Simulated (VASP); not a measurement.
# CdSb2O4 (Pbam) in VASP: notebook

One crystal, CdSb2O4, is run at these levels: PBE; tasks: relaxation of cell and atoms.

Program: VASP 6.6.1. These are calculated values, not measurements. Logs are shortened: lines on timing, memory, paths and dates and some standing lists are left out, and cuts for length are marked.

### Step 1. The crystal as given

Symmetry: Pbam, No. 55, orthorhombic system. Conventional cell: a = 6.126 Å, b = 9.623 Å, c = 3.625 Å, α = 90.00°, β = 90.00°, γ = 90.00°. Around Cd (site symmetry 2/m) lie 6 O at 2.31 to 2.49 Å. Sb (site symmetry m) has 3 O at 2.03 to 2.15 Å as nearest neighbours. O (site symmetry m) is surrounded by 2 Sb at 2.15 Å and 1 Cd at 2.31 Å. O (site symmetry m) has 1 Sb at 2.03 Å as nearest neighbours.

The cell was built by a generator and needn't be a form met in nature.

### Step 2. Relaxation of cell and atoms, PBE

File INCAR:

```
SYSTEM = CdSb2O4
  ALGO = Normal
  EDIFF = 1E-6
  EDIFFG = -0.01
  ENCUT = 520
  GGA = PE
  IBRION = 2
  ISIF = 3
  ISMEAR = 0
  KPAR = 8
  LASPH = .True.
  LCHARG = .False.
  LREAL = .False.
  LWAVE = .False.
  NELM = 120
  NSW = 90
  PREC = Accurate
  SIGMA = 0.1
```

File KPOINTS:

```
k-points
0
Gamma
  6 4 8
  0 0 0
```

File POSCAR:

```
CdSb2O4
1.0
    6.1260000000      0.0000000000      0.0000000000
    0.0000000000      9.6230000000      0.0000000000
    0.0000000000      0.0000000000      3.6250000000
Cd Sb O
2 4 8
Direct
    0.5000000000      0.0000000000      0.0000000000
    0.0000000000      0.5000000000      0.0000000000
    0.9888997700      0.1776992600      0.5000000000
    0.0111002300      0.8223007400      0.5000000000
    0.4888997700      0.3223007400      0.5000000000
    0.5111002300      0.6776992600      0.5000000000
    0.6096963800      0.2294502800      0.0000000000
    0.3903036200      0.7705497200      0.0000000000
    0.7744041800      0.9705912900      0.5000000000
    0.2255958200      0.0294087100      0.5000000000
    0.1096963800      0.2705497200      0.0000000000
    0.8903036200      0.7294502800      0.0000000000
    0.7255958200      0.4705912900      0.5000000000
    0.2744041800      0.5294087100      0.5000000000
```

Potentials or basis: VASP PAW PBE potentials, release 64 (Cd, Sb, O).

Run with:

```bash
$ cat potpaw_PBE.64/Cd/POTCAR potpaw_PBE.64/Sb/POTCAR potpaw_PBE.64/O/POTCAR > POTCAR
$ mpirun -np 8 vasp_std > vasp.out
```

OUTCAR:

```text
SYSTEM = CdSb2O4
   EDIFF = 1E-6
   EDIFFG = -0.01
   ENCUT = 520
   GGA = PE
   IBRION = 2
   ISIF = 3
   ISMEAR = 0
   LASPH = .True.
   LREAL = .False.
   NELM = 120
   NSW = 90
   PREC = Accurate

 ion  position               nearest neighbor table
   1  0.500  0.000  0.000-   7 2.31   8 2.31   9 2.49  10 2.49   9 2.49  10 2.49   5 3.59   6 3.59
                             5 3.59   6 3.59
   2  0.000  0.500  0.000-  11 2.31  12 2.31  13 2.49  14 2.49  13 2.49  14 2.49   3 3.59   4 3.59
                             3 3.59   4 3.59
   3  0.989  0.178  0.500-  10 2.03  11 2.15  11 2.15   9 2.39   5 3.36   5 3.36   4 3.42   2 3.59
                             2 3.59
   4  0.011  0.822  0.500-   9 2.03  12 2.15  12 2.15  10 2.39   6 3.36   6 3.36   3 3.42   2 3.59
                             2 3.59
   5  0.489  0.322  0.500-  13 2.03   7 2.15   7 2.15  14 2.39   3 3.36   3 3.36   6 3.42   1 3.59
                             1 3.59
   6  0.511  0.678  0.500-  14 2.03   8 2.15   8 2.15  13 2.39   4 3.36   4 3.36   5 3.42   1 3.59
                             1 3.59
   7  0.610  0.229  0.000-   5 2.15   5 2.15   1 2.31
   8  0.390  0.771  0.000-   6 2.15   6 2.15   1 2.31
   9  0.774  0.971  0.500-   4 2.03   3 2.39   1 2.49   1 2.49
  10  0.226  0.029  0.500-   3 2.03   4 2.39   1 2.49   1 2.49
  11  0.110  0.271  0.000-   3 2.15   3 2.15   2 2.31
  12  0.890  0.729  0.000-   4 2.15   4 2.15   2 2.31
  13  0.726  0.471  0.500-   5 2.03   6 2.39   2 2.49   2 2.49
  14  0.274  0.529  0.500-   6 2.03   5 2.39   2 2.49   2 2.49

  LATTYP: Found a simple orthorhombic cell.
 ALAT       =     3.6250000000
 B/A-ratio  =     1.6899310345
 C/A-ratio  =     2.6546206897

  Lattice vectors:

 A1 = (   0.0000000000,   0.0000000000,   3.6250000000)
 A2 = (   6.1260000000,   0.0000000000,   0.0000000000)
 A3 = (   0.0000000000,   9.6230000000,   0.0000000000)

Analysis of symmetry for initial positions (statically):
=====================================================================
 Subroutine PRICEL returns:
 Original cell was already a primitive cell.

 Routine SETGRP: Setting up the symmetry group for a
 simple orthorhombic supercell.

 Subroutine GETGRP returns: Found  8 space group operations
 (whereof  4 operations were pure point group operations)
 out of a pool of  8 trial point group operations.

The static configuration has the point symmetry C_2h.
 The point group associated with its full space group is D_2h.

Analysis of symmetry for dynamics (positions and initial velocities):
=====================================================================
 Subroutine PRICEL returns:
 Original cell was already a primitive cell.

 Routine SETGRP: Setting up the symmetry group for a
 simple orthorhombic supercell.

 Subroutine GETGRP returns: Found  8 space group operations
 (whereof  4 operations were pure point group operations)
 out of a pool of  8 trial point group operations.

The dynamic configuration has the point symmetry C_2h.
 The point group associated with its full space group is D_2h.

 Subroutine INISYM returns: Found  8 space group operations
 (whereof  4 operations are pure point group operations),
 and found     1 'primitive' translations

----------------------------------------------------------------------------------------

                                     Primitive cell

  volume of cell :     213.6956

  direct lattice vectors                    reciprocal lattice vectors
     6.126000000  0.000000000  0.000000000     0.163238655  0.000000000  0.000000000
     0.000000000  9.623000000  0.000000000     0.000000000  0.103917697  0.000000000
     0.000000000  0.000000000  3.625000000     0.000000000  0.000000000  0.275862069

  length of vectors
     6.126000000  9.623000000  3.625000000     0.163238655  0.103917697  0.275862069

  position of ions in fractional coordinates (direct lattice)
     0.500000000  0.000000000  0.000000000
     0.000000000  0.500000000  0.000000000
     0.988899770  0.177699260  0.500000000
     0.011100230  0.822300740  0.500000000
[... 47 lines left out ...]
   EFERMI_NEDOS =   21; number of points for ismear=-14 and -15
   IALGO  =     38    algorithm
   IMIX   =      4    mixing-type and parameters
     AMIX     =   0.40;   BMIX     =  1.00
     AMIX_MAG =   1.60;   BMIX_MAG =  1.00
  volume/ion in A,a.u.               =      15.26       103.01
  Fermi-wavevector in a.u.,A,eV,Ry     =   1.236153  2.335991 20.790717  1.528075
  Thomas-Fermi vector in A             =   2.370773
   LORBIT       =      0    0 simple, 1 ext, 2 COOP (PROOUT), +10 PAW based schemes
   GGA     = PE    functional components
   LHFCALC =     F    Hartree Fock is set to
   AEXX    =    0.0000 exact exchange contribution
   IVDW    =     0    specifies the selected vdW correction
   LEPSILON=     F    determine dielectric tensor
   LRPA    =     F    only Hartree local field effects (RPA)
 conjugate gradient relaxation of ions
 non-spin polarized calculation
 Gauss-broadening in eV      SIGMA  =   0.10
  energy-cutoff  :      520.00
  volume of cell :      213.70
 maximum number of plane-waves:      5796
 NGX is ok and might be reduce to    48
   NGX = 23   NGY = 35   NGZ = 13

--------------------------------------- Ionic step        1  -------------------------------------------

 number of electron      91.9999988 magnetization

 Free energy of the ion-electron system (eV)
  ---------------------------------------------------
  ext. energy  EPLUGINS =         0.00000000
  ---------------------------------------------------
  free energy    TOTEN  =       -72.64224696 eV

  energy without entropy =      -72.64218455  energy(sigma->0) =      -72.64221575

------------------------ aborting loop because EDIFF is reached ----------------------------------------

  FORCE on cell =-STRESS in cart. coord.  units (eV):
  Direction    XX          YY          ZZ          XY          YZ          ZX
  --------------------------------------------------------------------------------------
  -------------------------------------------------------------------------------------
  Total        1.2706548      1.1676607      0.7374950      0.0000000      0.0000000      0.0000000
  in kB        9.5267043      8.7545084      5.5293515      0.0000000      0.0000000      0.0000000
  external PRESSURE =       7.9368547 kB  Pullay stress =       0.0000000 kB
[... 2928 lines left out ...]
     54       8.6943      0.00000
     55       9.8241      0.00000

 [... further k-points ...]

[... ionic steps 4 to 76 ...]

--------------------------------------- Ionic step       77  -------------------------------------------

 number of electron      91.9999968 magnetization

------------------------ aborting loop because EDIFF is reached ----------------------------------------

  FORCE on cell =-STRESS in cart. coord.  units (eV):
  Direction    XX          YY          ZZ          XY          YZ          ZX
  --------------------------------------------------------------------------------------
  -------------------------------------------------------------------------------------
  Total        0.0909790      0.0807553      0.0816541      0.0000000      0.0000000      0.0000000
  in kB        0.6129250      0.5440480      0.5501035      0.0000000      0.0000000      0.0000000
  external PRESSURE =       0.5690255 kB  Pullay stress =       0.0000000 kB
[... 81 lines left out ...]
  energy  without entropy=      -74.5040392929  energy(sigma->0) =      -74.50403929

--------------------------------------- Ionic step       79  -------------------------------------------

 number of electron      91.9999968 magnetization

 Free energy of the ion-electron system (eV)
  ---------------------------------------------------
  ext. energy  EPLUGINS =         0.00000000
  ---------------------------------------------------
  free energy    TOTEN  =       -74.50410015 eV

  energy without entropy =      -74.50410015  energy(sigma->0) =      -74.50410015

 E-fermi :   3.9876     XC(G=0):  -9.6736

 val. band max:        3.5772759591   @ k =   0.0000   0.0000   0.0000
 cond. band min:       5.6737846643   @ k =   0.5000   0.0000   0.0000
 fundamental gap:      2.0965087052
 Fermi energy:         3.9875617937

 k-point     1 :       0.0000    0.0000    0.0000
  band No.  band energies     occupation
      1     -15.2823      2.00000
      2     -15.1744      2.00000
      3     -14.4684      2.00000
      4     -14.4312      2.00000
      5     -13.9481      2.00000
      6     -13.7486      2.00000
[... 1424 lines left out ...]
  FREE ENERGIE OF THE ION-ELECTRON SYSTEM (eV)
  ---------------------------------------------------
  free  energy   TOTEN  =       -74.5041001489 eV

  energy  without entropy=      -74.5041001489  energy(sigma->0) =      -74.50410015

 reached required accuracy - stopping structural energy minimisation
```

Wall time 70 min (8 MPI ranks of Intel Xeon 6975P-C (Granite Rapids), shared host); peak memory 0.76 GiB.

Results:

* Free energy: -74.5041 eV
* Relaxed volume: 16.99 Å³/atom
* Relaxed cell: a = 6.914 Å, b = 10.057 Å, c = 3.420 Å, α = 90.00°, β = 90.00°, γ = 90.00°
* Space group after relaxing (to 0.05 Å): Pbam (No. 55)
* Energy gained by relaxing: 133.0 meV/atom
* Ionic steps: 79
* Pressure after relaxing: 0.0 GPa
* Largest force after relaxing: 0.005 eV/Å
* Band gap on the k mesh: 2.10 eV, indirect (least direct gap 2.29 eV)

Forces in eV/Å, atoms in the order of the input:
```
Cd   0.000  0.000  0.000
Cd   0.000  0.000  0.000
Sb  -0.001  0.005  0.000
Sb   0.001 -0.005  0.000
Sb  -0.001 -0.005  0.000
Sb   0.001  0.005  0.000
O    0.001  0.001  0.000
O   -0.001 -0.001  0.000
O   -0.002 -0.001  0.000
O    0.002  0.001  0.000
O    0.001 -0.001  0.000
O   -0.001  0.001  0.000
O    0.002 -0.001  0.000
O   -0.002  0.001  0.000
```

The path:
```tsv
step	energy change (eV)	largest force (eV/Å)	pressure (GPa)	volume (Å³)
1	0.0000	0.1107	0.79	213.70
3	-0.0062	0.1028	-0.25	215.41
5	-0.0141	0.2486	-0.04	215.86
7	-0.0178	0.1593	-0.09	215.75
9	-0.0380	0.1325	-0.08	215.69
11	-0.0507	0.2660	-0.07	215.45
13	-0.0774	0.3105	0.48	214.86
15	-0.1572	0.3745	0.33	216.75
17	-0.2292	0.5279	0.22	220.25
19	-0.2701	0.4864	-1.09	227.26
21	-0.3481	0.2605	-0.21	224.70
23	-0.5018	1.0861	4.63	225.92
25	-0.5617	0.7308	3.03	226.64
27	-0.8186	0.5031	-0.12	235.58
29	-0.8684	0.6270	-1.87	240.71
31	-1.0512	0.3491	-1.55	242.93
33	-1.1167	0.4890	0.96	237.31
35	-1.1920	0.5521	-0.54	235.76
37	-1.2874	0.6515	-0.35	233.72
39	-1.1421	1.0550	2.55	224.41
41	-1.4705	0.6057	0.88	229.47
43	-1.6443	0.7000	2.08	230.27
45	-1.7553	0.4043	0.22	235.20
47	-1.8145	0.2025	-0.32	235.92
49	-1.8308	0.0953	0.29	235.35
51	-1.8454	0.1110	0.07	236.68
53	-1.8504	0.1530	0.48	236.38
55	-1.8588	0.0444	-0.09	237.65
57	-1.8592	0.0316	-0.08	237.58
59	-1.8595	0.0335	0.08	236.85
61	-1.8598	0.0175	0.01	237.13
63	-1.8601	0.0125	0.03	237.10
65	-1.8601	0.0170	0.09	237.06
67	-1.8603	0.0170	0.06	237.18
69	-1.8605	0.0229	-0.10	237.73
71	-1.8607	0.0198	-0.06	237.62
73	-1.8614	0.0122	-0.07	237.87
75	-1.8615	0.0180	-0.06	238.02
77	-1.8617	0.0207	0.06	237.82
79	-1.8619	0.0047	0.00	237.83
```

Final structure:
```yaml
crystal:
  lattice:
    - [6.91421, 0.00000, 0.00000]
    - [0.00000, 10.05711, 0.00000]
    - [0.00000, 0.00000, 3.42023]
  atoms:
    - { symbol: Cd, position: [0.50000, 0.00000, 0.00000] }
    - { symbol: Cd, position: [0.00000, 0.50000, 0.00000] }
    - { symbol: Sb, position: [0.09216, 0.20243, 0.50000] }
    - { symbol: Sb, position: [0.90784, 0.79757, 0.50000] }
    - { symbol: Sb, position: [0.59216, 0.29757, 0.50000] }
    - { symbol: Sb, position: [0.40784, 0.70243, 0.50000] }
    - { symbol: O, position: [0.68501, 0.19742, 0.00000] }
    - { symbol: O, position: [0.31499, 0.80258, 0.00000] }
    - { symbol: O, position: [0.61374, 0.86513, 0.50000] }
    - { symbol: O, position: [0.38626, 0.13487, 0.50000] }
    - { symbol: O, position: [0.18501, 0.30258, 0.00000] }
    - { symbol: O, position: [0.81499, 0.69742, 0.00000] }
    - { symbol: O, position: [0.88626, 0.36513, 0.50000] }
    - { symbol: O, position: [0.11374, 0.63487, 0.50000] }
```

Levels at points of the mesh, in eV from the valence-band top:
```
           k point  band 42  band 43  band 44  band 45  band 46  band 47  band 48  band 49  band 50  band 51
(0.00, 0.00, 0.00)    -0.81    -0.69    -0.68    -0.62     0.00     2.41     2.58     3.29     3.74     3.98
(0.50, 0.00, 0.00)    -0.87    -0.71    -0.71    -0.37    -0.37     2.10     2.10     3.01     3.01     4.32
(0.00, 0.50, 0.00)    -0.86    -0.70    -0.70    -0.33    -0.33     2.72     2.72     3.27     3.27     4.13
(0.50, 0.50, 0.00)    -0.85    -0.71    -0.71    -0.44    -0.44     2.56     2.56     2.64     2.64     4.58
(0.00, 0.00, 0.50)    -1.08    -0.65    -0.33    -0.32    -0.32     2.36     3.18     3.31     3.56     4.34
(0.50, 0.00, 0.50)    -1.10    -0.81    -0.81    -0.38    -0.38     2.61     2.61     3.45     3.45     5.02
(0.00, 0.50, 0.50)    -0.92    -0.62    -0.62    -0.39    -0.39     2.56     2.56     3.69     3.69     4.59
(0.50, 0.50, 0.50)    -0.93    -0.72    -0.72    -0.63    -0.63     2.54     2.54     3.53     3.53     5.05
```

Caveat: spin-orbit coupling is left out, which moves the levels of the heavy elements.

(Part 1 of 2 ends here.)
